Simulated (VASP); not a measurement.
**Initial- and final-state core-level shifts of Mo9W**

Aim: how the core levels of Mo9W differ from atom to atom, with and without the screening of the hole.

Calculated with VASP 6.6.1; PBEsol; plane waves and PAW (W, Mo_sv), in the first sound run; inputs show where later runs differ.

### 1. The structure

The cell holds 20 atoms: 2 W and 18 Mo. Its edges and angles: a = 6.320 Å, b = 6.320 Å, c = 20.320 Å, α = 90.0°, β = 90.0°, γ = 90.0°. It derives from Mo. W replaces host atoms (quarter in the top layer, both faces). Regions: layer 1, 4 atoms (3 Mo and 1 W); layer 2, 4 atoms (4 Mo); layer 3, 4 atoms (4 Mo); other layers, 8 atoms (7 Mo and 1 W). Vacuum lies along c.

### 2. Relaxation

The free atoms are relaxed first inside the given cell, which is kept (ISIF = 0), since core levels depend on the positions.

The input, INCAR:

```
SYSTEM = Mo9W
PREC = Normal
ENCUT = 330
EDIFF = 1E-05
NELM = 100
ISMEAR = 0
SIGMA = 0.1
LREAL = Auto
ALGO = Fast
GGA = PS
NBANDS = 163
LASPH = .TRUE.
LWAVE = .FALSE.
LCHARG = .FALSE.
NCORE = 8
IBRION = 2
NSW = 50
ISIF = 0
EDIFFG = -0.05
```

The input, POSCAR:

```
Mo9W
1.0
    6.3200000000      0.0000000000      0.0000000000
    0.0000000000      6.3200000000      0.0000000000
    0.0000000000      0.0000000000     20.3200000000
W Mo
2 18
Selective dynamics
Direct
    0.0000000000      0.0000000000      0.6555118110  T T T
    0.0000000000      0.0000000000      0.3444881890  T T T
    0.5000000000      0.0000000000      0.6555118110  T T T
    0.0000000000      0.5000000000      0.6555118110  T T T
    0.5000000000      0.5000000000      0.6555118110  T T T
    0.2500000000      0.2500000000      0.5777559060  T T T
    0.7500000000      0.2500000000      0.5777559060  T T T
    0.2500000000      0.7500000000      0.5777559060  T T T
    0.7500000000      0.7500000000      0.5777559060  T T T
    0.0000000000      0.0000000000      0.5000000000  F F F
    0.5000000000      0.0000000000      0.5000000000  F F F
    0.0000000000      0.5000000000      0.5000000000  F F F
    0.5000000000      0.5000000000      0.5000000000  F F F
    0.2500000000      0.2500000000      0.4222440940  T T T
    0.7500000000      0.2500000000      0.4222440940  T T T
    0.2500000000      0.7500000000      0.4222440940  T T T
    0.7500000000      0.7500000000      0.4222440940  T T T
    0.5000000000      0.0000000000      0.3444881890  T T T
    0.0000000000      0.5000000000      0.3444881890  T T T
    0.5000000000      0.5000000000      0.3444881890  T T T
```

The input, KPOINTS:

```
Automatic mesh
0
Gamma
3 3 1
0 0 0
```

Potentials, in the order of the species: W and Mo_sv (PBE family, release 64).

Started as:

```
$ mpirun -np 8 vasp_std
```

What it wrote:

```text
[banner, memory and clock lines left out]
running    8 mpi-ranks, on    1 nodes
 distrk:  each k-point on    8 cores,    1 groups
 distr:  one band on    8 cores,    1 groups

 POSCAR found type information on POSCAR W Mo
 POSCAR found :  2 types and      20 ions
|                                                                             |
|           W    W    AA    RRRRR   N    N  II  N    N   GGGG   !!!           |
|           W    W   A  A   R    R  NN   N  II  NN   N  G    G  !!!           |
|           W    W  A    A  R    R  N N  N  II  N N  N  G       !!!           |
|           W WW W  AAAAAA  RRRRR   N  N N  II  N  N N  G  GGG   !            |
|           WW  WW  A    A  R   R   N   NN  II  N   NN  G    G                |
|           W    W  A    A  R    R  N    N  II  N    N   GGGG   !!!           |
|                                                                             |
|     For optimal performance we recommend to set                             |
|       NCORE = 2 up to number-of-cores-per-socket                            |
|     NCORE specifies how many cores store one orbital (NPAR=cpu/NCORE).      |
|     This setting can greatly improve the performance of VASP for DFT.       |
|     The default, NCORE=1 might be grossly inefficient on modern             |
|     multi-core architectures or massively parallel machines. Do your        |
|     Unfortunately you need to use the default for GW and RPA                |
|     calculations (for HF NCORE is supported but not extensively tested      |
|     yet).                                                                   |
|                                                                             |

|                                                                             |
|               ----> ADVICE to this user running VASP <----                  |
|                                                                             |
|     You enforced a specific xc type in the INCAR file but a different       |
|     [... a line on the potential file left out ...]
|     I HOPE YOU KNOW WHAT YOU ARE DOING!                                     |
|                                                                             |

 LDA part: xc-table for (Slater+PW92), standard interpolation
 POSCAR, INCAR and KPOINTS ok, starting setup
 FFT: planning ... GRIDC
 FFT: planning ... GRID_SOFT
 FFT: planning ... GRID
 WAVECAR not read
 entering main loop
       N       E                     dE             d eps       ncg     rms          rms(c)
DAV:   1     0.197450655014E+04    0.19745E+04   -0.14253E+05  1402   0.106E+03
DAV:   2    -0.143444822247E+03   -0.21180E+04   -0.20453E+04  1105   0.372E+02
DAV:   3    -0.238092383265E+03   -0.94648E+02   -0.90608E+02  1348   0.617E+01
DAV:   4    -0.242014317762E+03   -0.39219E+01   -0.37740E+01  1284   0.916E+00
DAV:   5    -0.242219529804E+03   -0.20521E+00   -0.20133E+00  1340   0.166E+00    0.594E+01
RMM:   6    -0.244405548276E+03   -0.21860E+01   -0.18014E+02  1154   0.193E+01    0.320E+01
RMM:   7    -0.251855535757E+03   -0.74500E+01   -0.13835E+02  1185   0.196E+01    0.358E+01
RMM:   8    -0.219896324819E+03    0.31959E+02   -0.32285E+01  1022   0.112E+01    0.103E+01
RMM:   9    -0.218986456939E+03    0.90987E+00   -0.83238E+00  1190   0.416E+00    0.665E+00
RMM:  10    -0.219038216094E+03   -0.51759E-01   -0.19885E+00  1301   0.164E+00    0.653E+00
RMM:  11    -0.219003640114E+03    0.34576E-01   -0.47738E-01  1274   0.841E-01    0.598E+00
RMM:  12    -0.219271710937E+03   -0.26807E+00   -0.25852E+00  1334   0.221E+00    0.410E+00
RMM:  13    -0.218963625175E+03    0.30809E+00   -0.40590E-01  1132   0.118E+00    0.259E+00
RMM:  14    -0.218812370517E+03    0.15125E+00   -0.16854E-01  1187   0.586E-01    0.154E+00
RMM:  15    -0.218792842157E+03    0.19528E-01   -0.83847E-02  1197   0.438E-01    0.107E+00
RMM:  16    -0.218774526988E+03    0.18315E-01   -0.63388E-02  1287   0.288E-01    0.717E-01
RMM:  17    -0.218770222441E+03    0.43045E-02   -0.46661E-02  1302   0.200E-01    0.347E-01
RMM:  18    -0.218770357036E+03   -0.13459E-03   -0.16803E-02  1311   0.118E-01    0.166E-01
RMM:  19    -0.218771014652E+03   -0.65762E-03   -0.87708E-03  1263   0.908E-02    0.552E-02
RMM:  20    -0.218771342711E+03   -0.32806E-03   -0.25160E-03  1117   0.520E-02    0.322E-02
RMM:  21    -0.218771536904E+03   -0.19419E-03   -0.17849E-03  1059   0.361E-02    0.633E-02
RMM:  22    -0.218771545705E+03   -0.88009E-05   -0.53345E-04   895   0.258E-02    0.208E-02
RMM:  23    -0.218771699146E+03   -0.15344E-03   -0.37939E-04   886   0.129E-02    0.123E-02
RMM:  24    -0.218771865289E+03   -0.16614E-03   -0.14225E-04   718   0.776E-03    0.587E-03
RMM:  25    -0.218772031759E+03   -0.16647E-03   -0.13912E-04   854   0.946E-03    0.187E-02
RMM:  26    -0.218772088115E+03   -0.56356E-04   -0.52820E-05   611   0.560E-03    0.725E-03
RMM:  27    -0.218772114268E+03   -0.26153E-04   -0.47489E-05   663   0.504E-03    0.302E-03
RMM:  28    -0.218772125798E+03   -0.11530E-04   -0.14977E-05   354   0.263E-03    0.259E-03
RMM:  29    -0.218772129468E+03   -0.36702E-05   -0.96313E-06   297   0.206E-03
   1 F= -.21877213E+03 E0= -.21868034E+03  d E =-.218772E+03
 curvature:   0.00 expect dE= 0.000E+00 dE for cont linesearch  0.000E+00
 trial: gam= 0.00000 g(F)=  0.180E+01 g(S)=  0.000E+00 ort = 0.000E+00 (trialstep = 0.100E+01)
 search vector abs. value=  0.180E+01
 bond charge predicted
       N       E                     dE             d eps       ncg     rms          rms(c)
DAV:   1    -0.218006145148E+03    0.76598E+00   -0.52531E+02   978   0.838E+01    0.617E+00
RMM:   2    -0.220031833205E+03   -0.20257E+01   -0.20314E+01   987   0.145E+01    0.375E+00
RMM:   3    -0.220251347137E+03   -0.21951E+00   -0.28294E+00  1097   0.476E+00    0.307E+00
RMM:   4    -0.220069824098E+03    0.18152E+00   -0.81645E-01  1100   0.218E+00    0.154E+00
RMM:   5    -0.220113755094E+03   -0.43931E-01   -0.29229E-01  1215   0.107E+00    0.163E+00
RMM:   6    -0.220079826033E+03    0.33929E-01   -0.11384E-01  1087   0.642E-01    0.583E-01
RMM:   7    -0.220082795002E+03   -0.29690E-02   -0.53318E-02  1206   0.383E-01    0.449E-01
RMM:   8    -0.220081827634E+03    0.96737E-03   -0.18389E-02  1160   0.231E-01    0.222E-01
RMM:   9    -0.220081955413E+03   -0.12778E-03   -0.81684E-03  1214   0.125E-01    0.855E-02
RMM:  10    -0.220082141800E+03   -0.18639E-03   -0.30566E-03  1240   0.665E-02    0.422E-02
RMM:  11    -0.220082268804E+03   -0.12700E-03   -0.13304E-03  1074   0.343E-02    0.301E-02
RMM:  12    -0.220082323246E+03   -0.54442E-04   -0.61519E-04   932   0.218E-02    0.161E-02
RMM:  13    -0.220082352154E+03   -0.28908E-04   -0.29359E-04   778   0.124E-02    0.728E-03
RMM:  14    -0.220082366971E+03   -0.14817E-04   -0.14023E-04   699   0.754E-03    0.463E-03
RMM:  15    -0.220082376416E+03   -0.94446E-05   -0.71263E-05   556   0.501E-03
   2 F= -.22008238E+03 E0= -.22001232E+03  d E =-.131025E+01
[...]
3 F= -.22024612E+03 E0= -.22016921E+03  d E =-.147399E+01
[...]
4 F= -.22025177E+03 E0= -.22017660E+03  d E =-.147964E+01
[...]
5 F= -.22041940E+03 E0= -.22034466E+03  d E =-.167629E+00
[...]
6 F= -.22054498E+03 E0= -.22047143E+03  d E =-.293213E+00
[...]
7 F= -.22054534E+03 E0= -.22047190E+03  d E =-.293568E+00
[...]
8 F= -.22055282E+03 E0= -.22047508E+03  d E =-.747975E-02
 trial-energy change:   -0.007480  1 .order   -0.007549   -0.044687    0.029590
 step:   0.9038(harm=  0.9038)  dis= 0.00885  next Energy=  -220.558779 (dE=-0.134E-01)
 bond charge predicted
       N       E                     dE             d eps       ncg     rms          rms(c)
DAV:   1    -0.220547536895E+03    0.52713E-02   -0.39511E+00  1010   0.732E+00    0.536E-01
RMM:   2    -0.220561527631E+03   -0.13991E-01   -0.12314E-01  1009   0.113E+00    0.510E-01
RMM:   3    -0.220558952208E+03    0.25754E-02   -0.17732E-02  1083   0.368E-01    0.222E-01
RMM:   4    -0.220558781079E+03    0.17113E-03   -0.44325E-03  1099   0.173E-01    0.147E-01
RMM:   5    -0.220558736598E+03    0.44481E-04   -0.16032E-03  1149   0.918E-02    0.889E-02
RMM:   6    -0.220558731224E+03    0.53738E-05   -0.57202E-04  1131   0.512E-02    0.438E-02
RMM:   7    -0.220558722932E+03    0.82922E-05   -0.20317E-04  1001   0.268E-02    0.219E-02
RMM:   8    -0.220558726069E+03   -0.31378E-05   -0.78349E-05   829   0.150E-02
   9 F= -.22055873E+03 E0= -.22048305E+03  d E =-.133896E-01
 curvature:  -0.48 expect dE=-0.124E-03 dE for cont linesearch -0.536E-06
 trial: gam=-0.00570 g(F)=  0.260E-03 g(S)=  0.000E+00 ort = 0.188E-03 (trialstep = 0.138E+01)
 search vector abs. value=  0.259E-03
 reached required accuracy - stopping structural energy minimisation
```

The job ended after 92 s (8 MPI ranks of Intel Xeon 6975P-C (Granite Rapids), shared host; peak memory 1.1 GiB; 9.9 min of CPU time).

Lines that name or quote the potential files are left out of all logs, and their timing lines are given in words.

From OUTCAR (step 2):

```text
ion  position               nearest neighbor table
   1  0.000  0.000  0.656-   6 2.74   7 2.74   8 2.74   9 2.74  10 3.16   4 3.16   3 3.16   4 3.16
                             3 3.16
   2  0.000  0.000  0.344-  14 2.74  15 2.74  16 2.74  17 2.74  10 3.16  18 3.16  19 3.16  19 3.16
                            18 3.16
   3  0.500  0.000  0.656-   6 2.74   7 2.74   8 2.74   9 2.74  11 3.16   5 3.16   1 3.16   5 3.16
                             1 3.16
   4  0.000  0.500  0.656-   6 2.74   7 2.74   8 2.74   9 2.74  12 3.16   5 3.16   1 3.16   1 3.16
                             5 3.16
   5  0.500  0.500  0.656-   6 2.74   7 2.74   8 2.74   9 2.74  13 3.16   4 3.16   3 3.16   3 3.16
                             4 3.16
   6  0.250  0.250  0.578-   1 2.74   3 2.74   4 2.74   5 2.74  10 2.74  11 2.74  12 2.74  13 2.74
                             7 3.16   8 3.16   8 3.16   7 3.16  14 3.16
   7  0.750  0.250  0.578-   1 2.74   3 2.74   4 2.74   5 2.74  10 2.74  11 2.74  12 2.74  13 2.74
                             6 3.16   9 3.16   9 3.16   6 3.16  15 3.16
   8  0.250  0.750  0.578-   1 2.74   3 2.74   4 2.74   5 2.74  10 2.74  11 2.74  12 2.74  13 2.74
                             6 3.16   9 3.16   6 3.16   9 3.16  16 3.16
   9  0.750  0.750  0.578-   1 2.74   3 2.74   4 2.74   5 2.74  10 2.74  11 2.74  12 2.74  13 2.74
                             7 3.16   8 3.16   7 3.16   8 3.16  17 3.16
  10  0.000  0.000  0.500-   6 2.74   7 2.74   8 2.74   9 2.74  14 2.74  15 2.74  16 2.74  17 2.74
                             1 3.16   2 3.16  11 3.16  12 3.16  12 3.16  11 3.16
  11  0.500  0.000  0.500-   6 2.74   7 2.74   8 2.74   9 2.74  14 2.74  15 2.74  16 2.74  17 2.74
                             3 3.16  18 3.16  13 3.16  10 3.16  13 3.16  10 3.16
  12  0.000  0.500  0.500-   6 2.74   7 2.74   8 2.74   9 2.74  14 2.74  15 2.74  16 2.74  17 2.74
                             4 3.16  19 3.16  13 3.16  10 3.16  10 3.16  13 3.16
  13  0.500  0.500  0.500-   6 2.74   7 2.74   8 2.74   9 2.74  14 2.74  15 2.74  16 2.74  17 2.74
                             5 3.16  20 3.16  12 3.16  11 3.16  11 3.16  12 3.16
  14  0.250  0.250  0.422-   2 2.74  18 2.74  19 2.74  20 2.74  13 2.74  10 2.74  11 2.74  12 2.74
                            16 3.16  15 3.16  16 3.16  15 3.16   6 3.16
  15  0.750  0.250  0.422-   2 2.74  18 2.74  19 2.74  20 2.74  13 2.74  10 2.74  11 2.74  12 2.74
                            17 3.16  14 3.16  17 3.16  14 3.16   7 3.16
  16  0.250  0.750  0.422-   2 2.74  18 2.74  19 2.74  20 2.74  13 2.74  10 2.74  11 2.74  12 2.74
                            17 3.16  14 3.16  14 3.16  17 3.16   8 3.16
  17  0.750  0.750  0.422-   2 2.74  18 2.74  19 2.74  20 2.74  13 2.74  10 2.74  11 2.74  12 2.74
                            16 3.16  15 3.16  15 3.16  16 3.16   9 3.16
  18  0.500  0.000  0.344-  14 2.74  15 2.74  16 2.74  17 2.74  11 3.16   2 3.16  20 3.16  20 3.16
                             2 3.16
  19  0.000  0.500  0.344-  14 2.74  15 2.74  16 2.74  17 2.74  12 3.16   2 3.16  20 3.16   2 3.16
                            20 3.16
  20  0.500  0.500  0.344-  14 2.74  15 2.74  16 2.74  17 2.74  13 3.16  18 3.16  19 3.16  18 3.16
                            19 3.16

  LATTYP: Found a simple tetragonal cell.
 ALAT       =     6.3200000000
 C/A-ratio  =     3.2151898734

 Subroutine GETGRP returns: Found 16 space group operations
 (whereof 16 operations were pure point group operations)

The static configuration has the point symmetry D_4h.

 Found      3 irreducible k-points:

   k-points           NKPTS =      3   k-points in BZ     NKDIM =      3   number of bands    NBANDS=    163

   dimension x,y,z NGX =    28 NGY =   28 NGZ =   90
   dimension x,y,z NGXF=    56 NGYF=   56 NGZF=  180

   ENCUT  =  330.0 eV  24.25 Ry    4.92 a.u.   9.36  9.36 30.10*2*pi/ulx,y,z

   NELECT =     264.0000    total number of electrons

 k-points in reciprocal lattice and weights: Automatic mesh
   0.00000000  0.00000000  0.00000000       0.111
   0.33333333  0.00000000  0.00000000       0.444
   0.33333333  0.33333333  0.00000000       0.444

 average (electrostatic) potential at core
       1 -43.0193       2 -43.0193       3 -79.0207       4 -79.0207       5 -78.9994
       6 -79.1856       7 -79.1856       8 -79.1856       9 -79.1856      10 -79.4612
      11 -79.3912      12 -79.3912      13 -79.4352      14 -79.1856      15 -79.1856
      16 -79.1856      17 -79.1856      18 -79.0207      19 -79.0207      20 -78.9994

 E-fermi :   2.1839

 k-point     1 :       0.0000    0.0000    0.0000
  band No.  band energies     occupation
    ...
    127       1.9210      1.99980
    128       1.9934      1.99295
    129       1.9934      1.99295
    130       2.0802      1.85744
    131       2.1005      1.76189
    132       2.2983      0.10560
    133       2.2983      0.10560
    134       2.3562      0.01483
    135       2.6397      0.00000
    136       2.6397      0.00000
    ...

 k-point     2 :       0.3333    0.0000    0.0000
  band No.  band energies     occupation
    ...
    126       1.6633      2.00000
    127       1.7156      2.00000
    128       1.9566      1.99870
    129       1.9693      1.99759
    130       2.1657      1.20328
    131       2.2880      0.14078
    132       2.2883      0.13997
    133       2.3653      0.01029
    134       2.3722      0.00773
    135       2.4194      0.00087
    ...

 k-point     3 :       0.3333    0.3333    0.0000
  band No.  band energies     occupation
    ...
    133       2.0427      1.95421
    134       2.1749      1.10075
    135       2.1867      0.96826
    136       2.2311      0.50478
    137       2.2313      0.50272
    138       2.3299      0.03891
    139       2.4507      0.00016
    140       2.5192      0.00000
    141       2.9534      0.00000
    142       3.0076      0.00000
    ...

  energy-cutoff  :      330.00
  volume of cell :      811.63
      direct lattice vectors                 reciprocal lattice vectors
     6.320000000  0.000000000  0.000000000     0.158227848  0.000000000  0.000000000
     0.000000000  6.320000000  0.000000000     0.000000000  0.158227848  0.000000000
     0.000000000  0.000000000 20.320000000     0.000000000  0.000000000  0.049212598

 POSITION                                       TOTAL-FORCE (eV/Angst)
 -----------------------------------------------------------------------------------
      0.00000      0.00000     13.07762         0.000000     -0.000000     -0.008673
      0.00000      0.00000      7.24238         0.000000     -0.000000      0.008673
      3.16000      0.00000     13.11724         0.000000     -0.000000      0.001298
      0.00000      3.16000     13.11724         0.000000     -0.000000      0.001298
      3.16000      3.16000     13.12129         0.000000     -0.000000     -0.008981
      1.58457      1.58457     11.75305        -0.014527     -0.014527      0.014592
      4.73543      1.58457     11.75305         0.014527     -0.014527      0.014592
      1.58457      4.73543     11.75305        -0.014527      0.014527      0.014592
      4.73543      4.73543     11.75305         0.014527      0.014527      0.014592
      0.00000      0.00000     10.16000         0.000000     -0.000000     -0.000000
      3.16000      0.00000     10.16000         0.000000     -0.000000     -0.000000
      0.00000      3.16000     10.16000         0.000000     -0.000000     -0.000000
      3.16000      3.16000     10.16000         0.000000     -0.000000     -0.000000
      1.58457      1.58457      8.56695        -0.014527     -0.014527     -0.014592
      4.73543      1.58457      8.56695         0.014527     -0.014527     -0.014592
      1.58457      4.73543      8.56695        -0.014527      0.014527     -0.014592
      4.73543      4.73543      8.56695         0.014527      0.014527     -0.014592
      3.16000      0.00000      7.20276         0.000000     -0.000000     -0.001298
      0.00000      3.16000      7.20276         0.000000     -0.000000     -0.001298
      3.16000      3.16000      7.19871         0.000000     -0.000000      0.008981
 -----------------------------------------------------------------------------------
    total drift:                               -0.000000      0.000000     -0.000000

  FREE ENERGIE OF THE ION-ELECTRON SYSTEM (eV)
  ---------------------------------------------------
  free  energy   TOTEN  =      -220.5587260694 eV

  energy  without entropy=     -220.4073823360  energy(sigma->0) =     -220.48305420

 reached required accuracy - stopping structural energy minimisation
```

The PAW data sets were made with PBE, which is usual practice but a small mismatch for other functionals. The data set W keeps the semicore shell frozen, which is cheaper and a little less accurate. The run keeps the 16 symmetry operations of its start, so it cannot find a distortion of lower symmetry.

[end of part 1 of 3]

[Lines on the potential files, build, host, timing and source positions are cut from VASP's logs without a mark.]

[Logs are printed without paths, hosts, clocks, repeated set-up lines and the standing remarks that a program may print on its own settings, such as how far it seeks lower states.]

[Hosts, paths, dates, database ids (printed as entryN), source tags and the programs' standing remarks are cut or masked in the printed files.]
